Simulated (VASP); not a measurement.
These are PBE GGA, VASP's PBE PAW potentials (set 64) (plane waves; VASP) values and carry that method's errors.

The input files of a VASP run:

KPOINTS:
```
Automatic mesh
0
Gamma
10 10 10
0 0 0
```

### POSCAR
```
WSi
1
   -0.0000000000     2.7906649211     2.7906649211
    2.7906649211     0.0000000000     2.7906649211
    2.7906649211     2.7906649211     0.0000000000
W Si
1 1
Direct
  0.0000000000   0.0000000000   0.0000000000
  0.2500000000   0.2500000000   0.2500000000
```

**INCAR**
```
SYSTEM = WSi
PREC = Accurate
ENCUT = 400
EDIFF = 1E-6
NELM = 100
ALGO = Normal
LREAL = .FALSE.
LASPH = .TRUE.
ISMEAR = 1
SIGMA = 0.1
GGA = PE
LMAXMIX = 6
LWAVE = .FALSE.
LCHARG = .FALSE.
IBRION = 2
ISIF = 3
NSW = 60
EDIFFG = -0.01
```

POTCAR, in this order: W_sv Si (PBE.64 set). Program: vasp_std.

The run wrote:

### OSZICAR
```
       N       E                     dE             d eps       ncg     rms          rms(c)
DAV:   1     0.893535537487E+02    0.89354E+02   -0.82207E+03  1230   0.114E+03
DAV:   2    -0.139195092351E+02   -0.10327E+03   -0.10065E+03  1457   0.295E+02
DAV:   3    -0.167692161384E+02   -0.28497E+01   -0.27880E+01  1537   0.468E+01
DAV:   4    -0.168048507833E+02   -0.35635E-01   -0.35623E-01  1357   0.584E+00
DAV:   5    -0.168054175254E+02   -0.56674E-03   -0.56673E-03  1487   0.774E-01    0.160E+01
DAV:   6    -0.154777833500E+02    0.13276E+01   -0.56409E+00  1352   0.186E+01    0.355E+00
DAV:   7    -0.154595842138E+02    0.18199E-01   -0.12599E-01  1337   0.314E+00    0.263E+00
DAV:   8    -0.154510215751E+02    0.85626E-02   -0.17671E-02  1402   0.116E+00    0.164E-01
DAV:   9    -0.154507645814E+02    0.25699E-03   -0.81209E-04  1377   0.235E-01    0.691E-02
DAV:  10    -0.154507732865E+02   -0.87051E-05   -0.16916E-04  1312   0.851E-02    0.452E-02
DAV:  11    -0.154507802477E+02   -0.69612E-05   -0.72659E-06  1472   0.218E-02    0.137E-02
DAV:  12    -0.154507805149E+02   -0.26727E-06   -0.51359E-07   731   0.553E-03
   1 F= -.15450781E+02 E0= -.15451120E+02  d E =-.154508E+02
```

### OUTCAR
```
------------------------ aborting loop because EDIFF is reached ----------------------------------------
  FORCE on cell =-STRESS in cart. coord.  units (eV):
  Direction    XX          YY          ZZ          XY          YZ          ZX
  --------------------------------------------------------------------------------------
  Total       -0.0114157     -0.0114157     -0.0114157     -0.0000000      0.0000000      0.0000000
  in kB       -0.4207837     -0.4207837     -0.4207837     -0.0000000      0.0000000      0.0000000
  external PRESSURE =      -0.4207837 kB  Pullay stress =       0.0000000 kB
  volume of cell :       43.47
      direct lattice vectors                 reciprocal lattice vectors
     0.000000000  2.790664921  2.790664921    -0.179168769  0.179168769  0.179168769
     2.790664921  0.000000000  2.790664921     0.179168769 -0.179168769  0.179168769
     2.790664921  2.790664921  0.000000000     0.179168769  0.179168769 -0.179168769
 POSITION                                       TOTAL-FORCE (eV/Angst)
 -----------------------------------------------------------------------------------
      0.00000      0.00000      0.00000        -0.000000     -0.000000     -0.000000
      1.39533      1.39533      1.39533         0.000000      0.000000      0.000000
 -----------------------------------------------------------------------------------
    total drift:                               -0.000000     -0.000000     -0.000000
  FREE ENERGIE OF THE ION-ELECTRON SYSTEM (eV)
  ---------------------------------------------------
  free  energy   TOTEN  =       -15.4507805149 eV

  energy  without entropy=      -15.4517982334  energy(sigma->0) =      -15.45111975

 reached required accuracy - stopping structural energy minimisation
```
(Selected blocks of OUTCAR.)

The structure was generated: WSi was put into the zinc blende type (F-43m), which need not be its known phase. It was relaxed first, which changed the volume by -31 %. The start is the result of an earlier pass.
